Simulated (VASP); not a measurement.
# A VASP study of Pd (Palladium) (LDA): structure first, properties next, part 2 of 2

Aim: relax Pd (Palladium), then compute properties on the relaxed cell. The start is a cell from a database of measured crystal structures.

VASP 6.6.1; LDA; plane waves and PAW (Pd).

Still holding for the runs below: The k-mesh is coarse for a metal.

So far. Step 8 (Volume scan with LDA, volume scale 0.96): The run ends at a pressure of 10.44 GPa.

### 9. Volume scan with LDA, volume scale 0.98 (continued)

The pressure falls from 10.44 to 4.88 GPa.

The run ends at a pressure of 4.88 GPa.

### 10. Volume scan with LDA, volume scale 1

INCAR reads:

```
SYSTEM = Pd
PREC = Accurate
ENCUT = 400
EDIFF = 1E-06
NELM = 100
ISMEAR = 1
SIGMA = 0.2
LREAL = .FALSE.
ALGO = Normal
GGA = CA
NBANDS = 11
LASPH = .TRUE.
LORBIT = 11
LWAVE = .FALSE.
LCHARG = .FALSE.
KPAR = 2
ISIF = 2
```

POSCAR reads:

```
Pd
1.0
    0.0000000000      1.9187192805      1.9187192805
    1.9187192805      0.0000000000      1.9187192805
    1.9187192805      1.9187192805      0.0000000000
Pd
1
Direct
    0.0000000000      0.0000000000      0.0000000000
```

KPOINTS reads:

```
Automatic mesh
0
Gamma
10 10 10
0 0 0
```

PAW data sets: Pd (LDA family, release 64).

Launch:

```sh
mpirun -np 2 vasp_std
```

Elapsed: 2.2 s, on 2 MPI ranks of Intel Xeon 6975P-C (Granite Rapids), shared host; peak memory 0.19 GiB; 3 s of CPU time.

The pressure falls from 4.88 to -0.01 GPa.

The run ends at a pressure of -0.01 GPa.

### 11. Volume scan with LDA, volume scale 1.02

INCAR is that of step 10.

POSCAR reads:

```
Pd
1.0
    0.0000000000      1.9314264010      1.9314264010
    1.9314264010      0.0000000000      1.9314264010
    1.9314264010      1.9314264010      0.0000000000
Pd
1
Direct
    0.0000000000      0.0000000000      0.0000000000
```

KPOINTS is that of step 10.

Launch:

```sh
mpirun -np 2 vasp_std
```

It took 2 s on 2 MPI ranks; peak memory 0.2 GiB; 2.8 s of CPU time.

The pressure falls from -0.01 to -4.33 GPa.

The run ends at a pressure of -4.33 GPa.

### 12. Volume scan with LDA, volume scale 1.04

INCAR is that of step 11.

POSCAR reads:

```
Pd
1.0
    0.0000000000      1.9439684823      1.9439684823
    1.9439684823      0.0000000000      1.9439684823
    1.9439684823      1.9439684823      0.0000000000
Pd
1
Direct
    0.0000000000      0.0000000000      0.0000000000
```

KPOINTS is that of step 11.

Launch:

```sh
mpirun -np 2 vasp_std
```

Run time: 2.4 s. Hardware: 2 MPI ranks; peak memory 0.2 GiB; 3.2 s of CPU time.

The pressure falls from -4.33 to -8.12 GPa.

The run ends at a pressure of -8.12 GPa.

### 13. Volume scan with LDA, volume scale 1.06

A prediction first. A parabola through the 6 pressures of evenly scaled cells so far, P = -0.03 -231.0 t +646 t² GPa with t = ln(V/V₁) and V₁ the volume at scale 1, gives -11.30 GPa at t = +0.0583.

INCAR is that of step 12.

POSCAR reads:

```
Pd
1.0
    0.0000000000      1.9563507810      1.9563507810
    1.9563507810      0.0000000000      1.9563507810
    1.9563507810      1.9563507810      0.0000000000
Pd
1
Direct
    0.0000000000      0.0000000000      0.0000000000
```

KPOINTS is that of step 12.

Launch:

```sh
mpirun -np 2 vasp_std
```

Elapsed: 2.2 s, on 2 MPI ranks; peak memory 0.2 GiB; 3 s of CPU time.

The pressure falls from -8.12 to -11.46 GPa. The parabola predicted -11.30 GPa, +0.16 GPa off.

### 14. Side by side

Times are for 2 MPI ranks of Intel Xeon 6975P-C (Granite Rapids), shared host. The runs compared:

```
no.  volume scale  energy above the lowest point (meV/atom)  pressure (GPa)   time  memory (GiB)
  1          0.94                                     44.27           16.75  2.2 s           0.2
  2          0.96                                     19.52           10.44    2 s           0.2
  3          0.98                                      5.17           4.882    2 s          0.21
  4             1                                         0        -0.01263  2.2 s          0.19
  5          1.02                                      3.06          -4.331    2 s           0.2
  6          1.04                                     13.14          -8.118  2.4 s           0.2
  7          1.06                                     29.64          -11.46  2.2 s           0.2
```

### 15. Fit for LDA

This step: Birch-Murnaghan fit, LDA; plane waves and PAW (VASP 6.6.1).

No new run; the numbers come from the runs before.

Numbers from this step:

```
pressure derivative of the bulk modulus : 5.253
r.m.s. error of the fit                 : 2.32e-5 eV/atom
minimum inside the sampled range        : yes
bulk modulus                            : 227.3 GPa
equilibrium volume of the fit           : 14.16 Å³/atom
```

Energy above the fitted minimum against volume:

```csv
volume (Å³/atom),energy above the fitted minimum (eV/atom)
13.280,0.0443
13.562,0.0195
13.845,0.00519
14.127,2.0e-5
14.410,0.00308
14.693,0.0132
14.975,0.0297
```

The fitted volume lies +0.23 % from the relaxed one. At a finite cutoff and mesh the minimum of the energy and the zero of the stress don't quite coincide, and the relaxation stops at a threshold.

### 16. Total energy, forces and stress (LDA), changed input

This step: LDA; plane waves and PAW (Pd) (VASP 6.6.1).

This run is made with a changed input; what comes of it follows.

INCAR, as its differences from that of step 13:

```diff
@@ -3,4 +3,4 @@
 ENCUT = 400
-EDIFF = 1E-06
-NELM = 100
+EDIFF = 1E-14
+NELM = 72
 ISMEAR = 1
```

POSCAR reads:

```
Pd
1.0
    0.0000000000      1.9187192805      1.9187192805
    1.9187192805      0.0000000000      1.9187192805
    1.9187192805      1.9187192805      0.0000000000
Pd
1
Direct
    0.0000000000      0.0000000000      0.0000000000
```

KPOINTS is that of step 13.

Launch:

```sh
mpirun -np 2 vasp_std
```

Elapsed: 8.6 s, on 2 MPI ranks; peak memory 0.21 GiB.

The electronic loop ended without reaching EDIFF, so its numbers are not used.

At the end rms(c) stands at 2e-11, with no steady fall over the second half of the cycles shown.

The fault in the input: threshold below the noise (EDIFF = 1e-14). An EDIFF of 1E-06 to 1E-08 can be reached; this one can't.

### 17. Results

| Quantity | Value |
| --- | --- |
| relaxed volume | 14.13 Å³/atom |
| relaxed conventional cell a, b, c | 3.837, 3.837, 3.837 Å |
| space group after relaxing, within 0.02 Å | Fm-3m (No. 225) |
| band gap | none, a metal |
| DOS at the Fermi level | 2.33 states/eV/cell |
| bulk modulus from the fit | 227 GPa |
| volume from the fit | 14.2 Å³/atom |

In words: With LDA, Pd (Palladium) relaxes to 14.13 Å³/atom in space group Fm-3m (held by the symmetry of the run), comes out as a metal and has a bulk modulus of 227 GPa. Against the listed cell the volume lies -4.2 %. Band structure (LDA): Of the bands kept, 3 cross the Fermi level on this path. Spin-orbit coupling is left out; it would split some degenerate bands. The k-sampling is coarse for a metal, so the Fermi level, pressures and the shape of the cell carry errors. No search among competing phases was made. All values are for a static lattice at zero temperature.

[Lines on the potential files, build, host, timing and source positions are cut from VASP's logs without a mark.]

[Logs are printed without paths, hosts, clocks, repeated set-up lines and the standing remarks that a program may print on its own settings, such as how far it seeks lower states.]

[Hosts, paths, dates, database ids (printed as entryN), source tags and the programs' standing remarks are cut or masked in the printed files.]

[A measured line is paired with the nearest computed mode of its activity, which favours agreement.]
